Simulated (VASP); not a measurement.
# CoO3F (R-3c) in VASP: single point with r2SCAN

Aim: the single point of CoO3F with r2SCAN.

Everything below comes from runs of VASP 6.6.1. Logs are shortened: lines on timing, memory, paths and dates and some standing lists are left out, and cuts for length are marked.

## Step 1: The structure

It takes space group R-3c (No. 167, trigonal). Conventional cell: a = 4.594 Å, b = 4.594 Å, c = 15.004 Å, α = 90.00°, β = 90.00°, γ = 120.00°. Co (site symmetry -3) has 6 O at 2.09 Å as nearest neighbours. Around F (site symmetry 32) lie 3 O at 1.27 Å. Around O (site symmetry 2) lie 1 F at 1.27 Å.

The cell was built by a generator and needn't be a form met in nature.

## Step 2: Single point, r2SCAN

Contents of POSCAR:

```
CoO3F
1.0
    4.5944164700      0.0000000000      0.0000000000
   -2.2972082300      3.9788831600      0.0000000000
   -2.2972082300      1.3262940500      5.0014912600
Co F O
2 2 6
Direct
    0.0000000000      0.0000000000      0.0000000000
    0.5000000000      0.5000000000      0.5000000000
    0.2500000000      0.7500000000      0.7500000000
    0.7500000000      0.2500000000      0.2500000000
    0.5264000000      0.7500000000      0.7500000000
    0.2500000000      0.0264000000      0.7500000000
    0.9736000000      0.4736000000      0.7500000000
    0.4736000000      0.2500000000      0.2500000000
    0.7500000000      0.9736000000      0.2500000000
    0.0264000000      0.5264000000      0.2500000000
```

Contents of INCAR.step1:

```
SYSTEM = CoO3F
PREC = Accurate
ENCUT = 520
ISMEAR = -5
SIGMA = 0.1
LREAL = .False.
LASPH = .True.
NELM = 100
LMAXMIX = 4
GGA = PE
ALGO = Normal
EDIFF = 1E-4
LWAVE = .True.
LCHARG = .False.
```

Contents of INCAR.step2:

```
SYSTEM = CoO3F
PREC = Accurate
ENCUT = 520
EDIFF = 1E-7
ISMEAR = -1
SIGMA = 0.1
LREAL = .False.
LASPH = .True.
NELM = 100
ALGO = Normal
ISIF = 2
LWAVE = .False.
LCHARG = .False.
LMAXMIX = 4
METAGGA = R2SCAN
LMIXTAU = .True.
LORBIT = 11
ISTART = 1
```

Contents of KPOINTS:

```
regular mesh
0
Gamma
  7 7 7
  0 0 0
```

Potentials or basis: VASP PAW PBE potentials, release 64 (Co, F, O).

Launch:

```
cat potpaw_PBE.64/Co/POTCAR potpaw_PBE.64/F/POTCAR potpaw_PBE.64/O/POTCAR > POTCAR
cp INCAR.step1 INCAR
mpirun -np 1 vasp_std > vasp.out
cp INCAR.step2 INCAR
mpirun -np 1 vasp_std > vasp.out
```

OUTCAR:

```text
SYSTEM = CoO3F
   PREC = Accurate
   ENCUT = 520
   EDIFF = 1E-7
   ISMEAR = -1
   LREAL = .False.
   LASPH = .True.
   NELM = 100
   ISIF = 2
   METAGGA = R2SCAN
   LORBIT = 11
   ISTART = 1

 ion  position               nearest neighbor table
   1  0.000  0.000  0.000-   6 2.09   9 2.09   8 2.09   5 2.09   7 2.09  10 2.09
   2  0.500  0.500  0.500-   7 2.09  10 2.09   8 2.09   5 2.09   9 2.09   6 2.09
   3  0.250  0.750  0.750-   5 1.27   6 1.27   7 1.27
   4  0.750  0.250  0.250-   8 1.27   9 1.27  10 1.27
   5  0.526  0.750  0.750-   3 1.27   2 2.09   1 2.09
   6  0.250  0.026  0.750-   3 1.27   1 2.09   2 2.09
   7  0.974  0.474  0.750-   3 1.27   2 2.09   1 2.09
   8  0.474  0.250  0.250-   4 1.27   2 2.09   1 2.09
   9  0.750  0.974  0.250-   4 1.27   1 2.09   2 2.09
  10  0.026  0.526  0.250-   4 1.27   2 2.09   1 2.09

  LATTYP: Found a trigonal (rhomboedric) cell.
 ALAT       =     5.6613729616
 COS(alpha) =     0.6707031822

  Lattice vectors:

 A1 = (  -0.0000000000,  -2.6525891100,   5.0014912600)
 A2 = (   2.2972082400,   1.3262940500,   5.0014912600)
 A3 = (  -2.2972082300,   1.3262940500,   5.0014912600)

Analysis of symmetry for initial positions (statically):
=====================================================================
 Subroutine PRICEL returns:
 Original cell was already a primitive cell.

 Routine SETGRP: Setting up the symmetry group for a
 trigonal (rhombohedral) supercell.

 Subroutine GETGRP returns: Found 12 space group operations
 (whereof  6 operations were pure point group operations)
 out of a pool of 12 trial point group operations.

The static configuration has the point symmetry S_6 .
 The point group associated with its full space group is D_3d.

Analysis of symmetry for dynamics (positions and initial velocities):
=====================================================================
 Subroutine PRICEL returns:
 Original cell was already a primitive cell.

 Routine SETGRP: Setting up the symmetry group for a
 trigonal (rhombohedral) supercell.

 Subroutine GETGRP returns: Found 12 space group operations
 (whereof  6 operations were pure point group operations)
 out of a pool of 12 trial point group operations.

The dynamic configuration has the point symmetry S_6 .
 The point group associated with its full space group is D_3d.

 Subroutine INISYM returns: Found 12 space group operations
 (whereof  6 operations are pure point group operations),
 and found     1 'primitive' translations

[... 132 lines left out ...]
  Fermi-wavevector in a.u.,A,eV,Ry     =   1.483249  2.802935 29.933200  2.200028
  Thomas-Fermi vector in A             =   2.596934
   LORBIT       =     11    0 simple, 1 ext, 2 COOP (PROOUT), +10 PAW based schemes
   METAGGA = R2SCAN    functional components
   LHFCALC =     F    Hartree Fock is set to
   AEXX    =    0.0000 exact exchange contribution
   IVDW    =     0    specifies the selected vdW correction
   LEPSILON=     F    determine dielectric tensor
   LRPA    =     F    only Hartree local field effects (RPA)
 non-spin polarized calculation
  energy-cutoff  :      520.00
  volume of cell :       91.43
 maximum number of plane-waves:      2485
 NGX is ok and might be reduce to    36

 number of electron      68.0000005 magnetization

 Free energy of the ion-electron system (eV)
  ---------------------------------------------------
  ext. energy  EPLUGINS =         0.00000000
  ---------------------------------------------------
  free energy    TOTEN  =       -44.82813096 eV

  energy without entropy =      -44.63860118  energy(sigma->0) =      -44.73336607

 E-fermi :   5.9113     XC(G=0): -12.0133

 val. band max:        5.8862456175   @ k =   0.4286  -0.0000   0.0000
 cond. band min:       5.9285872488   @ k =   0.1429   0.1429  -0.0000
 fundamental gap:      0.0423416313
 Fermi energy:         5.9112729570

 k-point     1 :       0.0000    0.0000    0.0000
  band No.  band energies     occupation
      1     -32.9070      2.00000
      2     -32.8426      2.00000
      3     -20.0488      2.00000
      4     -20.0488      2.00000
      5     -19.9180      2.00000
      6     -19.9180      2.00000
[... 1021 lines left out ...]
     39       9.6786      0.00000
     40       9.8515      0.00000

 [... further k-points ...]

------------------------ aborting loop because EDIFF is reached ----------------------------------------

  FORCE on cell =-STRESS in cart. coord.  units (eV):
  Direction    XX          YY          ZZ          XY          YZ          ZX
  --------------------------------------------------------------------------------------
  -------------------------------------------------------------------------------------
  Total       59.9800603     59.9801140     -4.9203868      0.0000001      0.0000003     -0.0000000
  in kB     1051.0573645   1051.0583056    -86.2221338      0.0000013      0.0000058     -0.0000001
  external PRESSURE =     671.9645121 kB  Pullay stress =       0.0000000 kB

 VOLUME and BASIS-vectors are now :
 -----------------------------------------------------------------------------
  energy-cutoff  :      520.00
  volume of cell :       91.43
      direct lattice vectors                 reciprocal lattice vectors
     4.594416470  0.000000000  0.000000000     0.217655497  0.125663403  0.066646797
    -2.297208230  3.978883160  0.000000000     0.000000000  0.251326807 -0.066646772
    -2.297208230  1.326294050  5.001491260     0.000000000  0.000000000  0.199940367

 POSITION                                       TOTAL-FORCE (eV/Angst)
 -----------------------------------------------------------------------------------
      0.00000      0.00000      0.00000         0.000000      0.000000     -0.000000
      0.00000      2.65259      2.50075         0.000000     -0.000000     -0.000000
     -2.29721      3.97888      3.75112         0.000000     -0.000000     -0.000000
      2.29721      1.32629      1.25037         0.000000     -0.000000     -0.000000
     -1.02731      3.97888      3.75112        18.329698     -0.000000     -0.000000
     -0.63495      1.09976      3.75112        -9.164849     15.873991     -0.000000
      1.66226      2.87912      3.75112        -9.164849    -15.873991      0.000000
      1.02731      1.32629      1.25037       -18.329698      0.000000      0.000000
      0.63495      4.20541      1.25037         9.164849    -15.873991      0.000000
     -1.66226      2.42606      1.25037         9.164849     15.873991     -0.000000
 -----------------------------------------------------------------------------------
    total drift:                                0.000000      0.000000      0.000000

  FREE ENERGIE OF THE ION-ELECTRON SYSTEM (eV)
  ---------------------------------------------------
  free  energy   TOTEN  =       -44.8281309571 eV

  energy  without entropy=      -44.6386011786  energy(sigma->0) =      -44.73336607

 total charge

# of ion       s       p       d       tot
------------------------------------------
    1        0.270   0.335   7.311   7.916
    2        0.270   0.335   7.311   7.916
    3        1.838   4.334   0.000   6.172
    4        1.838   4.334   0.000   6.172
    5        1.620   3.413   0.000   5.033
    6        1.620   3.413   0.000   5.033
    7        1.620   3.413   0.000   5.033
    8        1.620   3.413   0.000   5.033
    9        1.620   3.413   0.000   5.033
   10        1.620   3.413   0.000   5.033
--------------------------------------------------
tot         13.934  29.817  14.622  58.374
```

Run time: 9.6 min. Hardware: 1 thread of AMD EPYC 9R45 (Zen 5), shared host; peak memory 0.28 GiB.

What came out:

| Quantity | Value |
| --- | --- |
| Free energy | -44.8281 eV |
| Pressure | 67.2 GPa |
| Largest force | 18.330 eV/Å |
| Band gap on the k mesh | none (metal or under the smearing width) |
| Valence electrons inside the program's atomic spheres | Co 7.92; F 6.17; O 5.03 |

Forces on the atoms (eV/Å):
```
Co    0.000   0.000   0.000
Co    0.000   0.000   0.000
F     0.000   0.000   0.000
F     0.000   0.000   0.000
O    18.330   0.000   0.000
O    -9.165  15.874   0.000
O    -9.165 -15.874   0.000
O   -18.330   0.000   0.000
O     9.165 -15.874   0.000
O     9.165  15.874   0.000
```

Stress tensor (GPa, compression positive):
```
105.11   0.00   0.00
  0.00 105.11   0.00
  0.00   0.00  -8.62
```

Caveat: a pressure of tens of GPa on the cell as given is suspect, and the run, the potentials or the cell itself is likely at fault; the PAW data sets were made with another functional, which shifts forces and pressure a little; the run has no spin polarisation, though such a crystal can be magnetic; semilocal functionals often make such compounds metallic where correlation or magnetic order opens a gap, which also shifts bond lengths.
